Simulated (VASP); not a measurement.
```
HfO2
1.0
    0.00000     2.55014     2.55014
    2.55014     0.00000     2.55014
    2.55014     2.55014     0.00000
Hf O
1 2
Direct
  0.00000   0.00000   0.00000
  0.25000   0.25000   0.25000
  0.75000   0.75000   0.75000
```

All values below come from revTPSS meta-GGA, VASP's PBE PAW potentials (set 64) (plane waves; VASP). Numerical set-up: 520 eV cut-off, 8×8×8 Γ-centred mesh, Gaussian smearing of 0.050 eV, potentials Hf_pv O.

Task: The job: HfO$_{2}$ (fluorite), 3 atoms, revTPSS, static run, 520 eV, 8×8×8 Γ-centred mesh. Roughly how much core time does it take on a busy server core?

Result: About 50 core-seconds (one run on a shared machine, a rough figure). It had 29 irreducible k-points, 15 bands, up to 911 plane waves and 21 electronic steps.

The compound is HfO2 in the fluorite structure, the high-temperature cubic form, which is unstable at 0 K; the monoclinic form is the stable one. This cell is one point of a volume scan, at 1.03 of the reference volume.
